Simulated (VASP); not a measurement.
# Al2SiF2 (I-4m2) in VASP: elastic constants with PBE

Aim: the elastic constants of Al2SiF2 with PBE.

All numbers are computed with VASP 6.6.1; they aren't measurements. Logs are shortened: lines on timing, memory, paths and dates and some standing lists are left out, and cuts for length are marked.

## (1) The structure

It takes space group I-4m2 (No. 119, tetragonal). Conventional cell: a = 3.510 Å, b = 3.510 Å, c = 14.562 Å, α = 90.00°, β = 90.00°, γ = 90.00°. Around Al (site symmetry 2mm) lie 2 F at 1.92 Å. Around Si (site symmetry -4m2) lie 4 Al at 2.42 Å. F (site symmetry 2mm) has 2 Al at 1.92 Å as nearest neighbours.

The cell was built by a generator and needn't be a form met in nature.

## (2) Elastic constants, PBE

Input file POSCAR:

```
Al2SiF2
1.0
   -1.7549300000      1.7549300000      7.2807500000
    1.7549300000     -1.7549300000      7.2807500000
    1.7549300000      1.7549300000     -7.2807500000
Al Si F
2 1 2
Direct
    0.3859590000      0.8859590000      0.5000000000
    0.1140410000      0.6140410000      0.5000000000
    0.0000000000      0.0000000000      0.0000000000
    0.3323000000      0.3323000000      0.0000000000
    0.6677000000      0.6677000000      0.0000000000
```

Input file INCAR.step1:

```
SYSTEM = Al2SiF2
PREC = Accurate
ENCUT = 520
EDIFF = 1E-8
ISMEAR = 0
SIGMA = 0.1
LREAL = .FALSE.
LASPH = .TRUE.
NELM = 100
ALGO = Normal
ISIF = 3
LWAVE = .FALSE.
LCHARG = .FALSE.
GGA = PE
KPAR = 4
IBRION = 2
NSW = 40
EDIFFG = -0.002
```

Input file INCAR.step2:

```
SYSTEM = Al2SiF2
PREC = Accurate
ENCUT = 520
EDIFF = 1E-8
ISMEAR = 0
SIGMA = 0.1
LREAL = .FALSE.
LASPH = .TRUE.
NELM = 100
ALGO = Normal
ISIF = 3
LWAVE = .FALSE.
LCHARG = .FALSE.
GGA = PE
KPAR = 4
IBRION = 6
NFREE = 2
POTIM = 0.015
NSW = 1
```

Input file KPOINTS:

```
regular mesh
0
G
  12 12 12
  0 0 0
```

Potentials or basis: VASP PAW PBE potentials, release 64 (Al, Si, F).

Started as:

```bash
$ cat potpaw_PBE.64/Al/POTCAR potpaw_PBE.64/Si/POTCAR potpaw_PBE.64/F/POTCAR > POTCAR
$ cp INCAR.step1 INCAR
$ mpirun -np 4 vasp_std > vasp.out
$ cp CONTCAR POSCAR
$ cp INCAR.step2 INCAR
$ mpirun -np 4 vasp_std > vasp.out
```

OUTCAR:

```text
SYSTEM = Al2SiF2
   PREC = Accurate
   ENCUT = 520
   EDIFF = 1E-8
   ISMEAR = 0
   LREAL = .FALSE.
   LASPH = .TRUE.
   NELM = 100
   ISIF = 3
   GGA = PE
   IBRION = 6
   NFREE = 2
   POTIM = 0.015
   NSW = 1

 ion  position               nearest neighbor table
   1  0.387  0.887  0.500-   4 1.92   4 1.92   3 2.42   3 2.42
   2  0.113  0.613  0.500-   5 1.92   5 1.92   3 2.42   3 2.42
   3  0.000  0.000  0.000-   2 2.42   1 2.42   2 2.42   1 2.42
   4  0.333  0.333  0.000-   1 1.92   1 1.92
   5  0.667  0.667  0.000-   2 1.92   2 1.92

  LATTYP: Found a body centered tetragonal cell.
 ALAT       =     3.5039296265
 C/A-ratio  =     4.1956266827

  Lattice vectors:

 A1 = (  -1.7519648132,   1.7519648132,   7.3505903176)
 A2 = (   1.7519648132,  -1.7519648132,   7.3505903176)
 A3 = (   1.7519648132,   1.7519648132,  -7.3505903176)

Analysis of symmetry for initial positions (statically):
=====================================================================
 Subroutine PRICEL returns:
 Original cell was already a primitive cell.

 Routine SETGRP: Setting up the symmetry group for a
 body centered tetragonal supercell.

 Subroutine GETGRP returns: Found  8 space group operations
 (whereof  8 operations were pure point group operations)
 out of a pool of 16 trial point group operations.

The static configuration has the point symmetry D_2d.

Analysis of symmetry for dynamics (positions and initial velocities):
=====================================================================
 Subroutine PRICEL returns:
 Original cell was already a primitive cell.

 Routine SETGRP: Setting up the symmetry group for a
 body centered tetragonal supercell.

[... 829 lines left out ...]
     15       7.8142      0.00000
     16       8.7486      0.00000

 [... further k-points ...]

------------------------ aborting loop because EDIFF is reached ----------------------------------------

  FORCE on cell =-STRESS in cart. coord.  units (eV):
  Direction    XX          YY          ZZ          XY          YZ          ZX
  --------------------------------------------------------------------------------------
  -------------------------------------------------------------------------------------
  Total       -0.1225439     -0.0020964     -0.0570030      0.0000000      0.0000000      0.0000000
  in kB       -2.1755514     -0.0372180     -1.0119878      0.0000000      0.0000000      0.0000000
  external PRESSURE =      -1.0749191 kB  Pullay stress =       0.0000000 kB
[... 20 lines left out ...]
  FREE ENERGIE OF THE ION-ELECTRON SYSTEM (eV)
  ---------------------------------------------------
  free  energy   TOTEN  =       -22.9453607632 eV

  energy  without entropy=      -22.9336453102  energy(sigma->0) =      -22.93950304

 INTERNAL STRAIN TENSORS FROM STRAINED CELLS
 ============================================

 INTERNAL STRAIN TENSOR FOR ION    1 for displacements in x,y,z  (eV/Angst):
          X           Y           Z          XY          YZ          ZX
  --------------------------------------------------------------------------------
  x     0.00000    -0.00000    -0.00000    -0.00000    -0.00000    -2.25548
  y    -0.00000    -0.00000     0.00000    -0.00000     8.91784     0.00000
  z   -10.94233    15.33365     4.00245     0.00117     0.00004     0.00004

 INTERNAL STRAIN TENSORS FROM DISPLACED ATOMS
 ============================================

 INTERNAL STRAIN TENSOR FOR ION    1 for displacements in x,y,z  (eV/Angst):
          X           Y           Z          XY          YZ          ZX
  --------------------------------------------------------------------------------
  x     0.00000     0.00000     0.00000     0.00000     0.00000    -2.24548
  y     0.00000     0.00000     0.00000     0.00000     8.91268     0.00000
  z   -11.02810    15.10141     4.07051     0.00000     0.00000     0.00000

 INTERNAL STRAIN TENSOR FOR ION    5 for displacements in x,y,z  (eV/Angst):
          X           Y           Z          XY          YZ          ZX
  --------------------------------------------------------------------------------
  x     0.00000     0.00000     0.00000     0.00000     0.00000    -2.15213
  y     0.00000     0.00000     0.00000     0.00000    -4.75496     0.00000
  z    -0.07206    -8.26090    -4.70818     0.00000     0.00000     0.00000

 Eigenvectors and eigenvalues of the dynamical matrix
 ----------------------------------------------------

   1 f  =   12.001309 THz    75.406449 2PiTHz  400.320580 cm-1    49.633404 meV
             X         Y         Z           dx          dy          dz
      1.751965  0.000000  5.685970     0.000000    0.000000   -0.440780
      1.751965  0.000000  1.664620     0.000000   -0.000000   -0.440780
      0.000000  0.000000  0.000000    -0.000000   -0.000000    0.778442
      0.000000  0.000000  4.899390     0.000000    0.000000    0.052225
      0.000000  0.000000  9.801790    -0.000000    0.000000    0.052225
[... 105 lines left out ...]
  15 f/i=    0.016359 THz     0.102787 2PiTHz    0.545682 cm-1     0.067656 meV
             X         Y         Z           dx          dy          dz
      1.751965  0.000000  5.685970     0.000000    0.000000   -0.473602
      1.751965  0.000000  1.664620     0.000000    0.000000   -0.473602
      0.000000  0.000000  0.000000     0.000000    0.000000   -0.482810
      0.000000  0.000000  4.899390     0.000000    0.000000   -0.398934
      0.000000  0.000000  9.801790     0.000000    0.000000   -0.398934

--------------------------------------------------------------------------------------------------------

 ELASTIC MODULI CONTR FROM IONIC RELAXATION (kBar)
 Direction    XX          YY          ZZ          XY          YZ          ZX
 --------------------------------------------------------------------------------
 XX       -1168.8658    472.8734   -463.9407      0.0000      0.0000      0.0000
 YY         472.8734  -1168.8658   -463.9407      0.0000      0.0000     -0.0000
 ZZ        -463.9407   -463.9407   -629.3518      0.0000      0.0000     -0.0000
 XY           0.0000      0.0000      0.0000      0.0000      0.0000      0.0000
 YZ           0.0000      0.0000      0.0000      0.0000   -491.2686      0.0000
 ZX           0.0000     -0.0000     -0.0000      0.0000      0.0000   -491.2686
 --------------------------------------------------------------------------------

 TOTAL ELASTIC MODULI (kBar)
 Direction    XX          YY          ZZ          XY          YZ          ZX
 --------------------------------------------------------------------------------
 XX        -262.1858    806.8863    117.3825      0.0000      0.0000      0.0000
 YY         806.8863   -262.1858    117.3825      0.0000      0.0000     -0.0000
 ZZ         117.3825    117.3825    116.1687      0.0000      0.0000     -0.0000
 XY           0.0000      0.0000      0.0000    182.0691      0.0000      0.0000
 YZ           0.0000      0.0000      0.0000      0.0000     16.8884      0.0000
 ZX           0.0000     -0.0000     -0.0000      0.0000      0.0000     16.8883
 --------------------------------------------------------------------------------
```

OUTCAR.step1:

```text
SYSTEM = Al2SiF2
   PREC = Accurate
   ENCUT = 520
   EDIFF = 1E-8
   ISMEAR = 0
   LREAL = .FALSE.
   LASPH = .TRUE.
   NELM = 100
[... 884 lines left out ...]
  -------------------------------------------------------------------------------------
  Total       -0.0016728     -0.0016728      0.0023083      0.0000000      0.0000000     -0.0000000
  in kB       -0.0296968     -0.0296968      0.0409799      0.0000000      0.0000000     -0.0000000
  external PRESSURE =      -0.0061379 kB  Pullay stress =       0.0000000 kB
[... 20 lines left out ...]
  FREE ENERGIE OF THE ION-ELECTRON SYSTEM (eV)
  ---------------------------------------------------
  free  energy   TOTEN  =       -22.9452213264 eV

  energy  without entropy=      -22.9333772603  energy(sigma->0) =      -22.93929929

 reached required accuracy - stopping structural energy minimisation
```

OSZICAR.step1:

```text
N       E                     dE             d eps       ncg     rms          rms(c)
DAV:   1     0.117650945835E+03    0.11765E+03   -0.11297E+04  5224   0.127E+03
DAV:   2    -0.169462086013E+02   -0.13460E+03   -0.13251E+03  6832   0.250E+02
DAV:   3    -0.248810041867E+02   -0.79348E+01   -0.79069E+01  6272   0.714E+01
[... 139 lines left out ...]
DAV:   6    -0.229452215929E+02    0.10962E-06   -0.82975E-07  6184   0.792E-03    0.325E-03
DAV:   7    -0.229452213738E+02    0.21908E-06   -0.28057E-07  6640   0.595E-03    0.638E-04
DAV:   8    -0.229452213410E+02    0.32825E-07   -0.67740E-08  6240   0.222E-03    0.348E-04
DAV:   9    -0.229452213296E+02    0.11375E-07   -0.30090E-09  3680   0.529E-04    0.162E-04
DAV:  10    -0.229452213264E+02    0.31512E-08   -0.15243E-09  3440   0.444E-04
  15 F= -.22945221E+02 E0= -.22939299E+02  d E =-.873678E-04
```

Wall time 2 h (4 MPI ranks of Intel Xeon Platinum 8488C (Sapphire Rapids), shared host); peak memory 1.3 GiB.

Results:

- Relaxed volume: 18.05 Å³/atom
- Relaxed cell: a = 7.757 Å, b = 7.757 Å, c = 7.757 Å, α = 153.89°, β = 153.89°, γ = 37.25°
- Space group after relaxing (to 0.05 Å): I-4m2 (No. 119)
- Voigt bulk modulus: 19 GPa
- Highest phonon frequency at Γ, LO-TO splitting left out: 400 cm⁻¹

The path:
| step | energy change (eV) | largest force (eV/Å) | pressure (GPa) | volume (Å³) |
| --- | --- | --- | --- | --- |
| 1 | 0.0000 | 0.0049 | 0.07 | 89.69 |
| 2 | 0.0000 | 0.0041 | 0.00 | 89.80 |
| 3 | 0.0000 | 0.0046 | -0.02 | 89.82 |
| 4 | 0.0000 | 0.0039 | -0.02 | 89.82 |
| 5 | -0.0001 | 0.0054 | -0.01 | 89.82 |
| 6 | -0.0001 | 0.0096 | 0.00 | 89.82 |
| 7 | -0.0001 | 0.0106 | 0.00 | 89.83 |
| 8 | -0.0001 | 0.0039 | 0.02 | 89.82 |
| 9 | -0.0001 | 0.0066 | 0.04 | 89.82 |
| 10 | -0.0001 | 0.0052 | 0.03 | 89.82 |
| 11 | -0.0002 | 0.0088 | 0.00 | 89.90 |
| 12 | -0.0002 | 0.0112 | -0.02 | 89.96 |
| 13 | -0.0002 | 0.0100 | -0.02 | 89.99 |
| 14 | -0.0002 | 0.0062 | -0.01 | 90.07 |
| 15 | -0.0003 | 0.0017 | 0.00 | 90.25 |

Final structure:
```
Al Si F
1.0
    -1.75196    1.75196    7.35059
     1.75196   -1.75196    7.35059
     1.75196    1.75196   -7.35059
Al Si F
2 1 2
Direct
  0.38677 0.88677 0.50000
  0.11323 0.61323 0.50000
  0.00000 0.00000 0.00000
  0.33327 0.33327 0.00000
  0.66673 0.66673 0.00000
```

Phonon frequencies in cm⁻¹ (negative: imaginary):
```csv
q point,frequencies
"(0.000, 0.000, 0.000)",-1 0 0 87 87 163 163 165 281 293 293 311 376 376 400
```

Elastic tensor in Voigt notation (GPa, in the Cartesian axes of the cell as first typed):
```
-26  81  12   0   0   0
 81 -26  12   0   0   0
 12  12  12   0   0   0
  0   0   0   2   0   0
  0   0   0   0   2   0
  0   0   0   0   0  18
```

Clamped-ion elastic tensor (GPa):
```
91 33 58  0  0  0
33 91 58  0  0  0
58 58 75  0  0  0
 0  0  0 51  0  0
 0  0  0  0 51  0
 0  0  0  0  0 18
```

Caveat: the elastic tensor has a negative eigenvalue, so either the cell is unstable as it stands or the mesh is too thin.
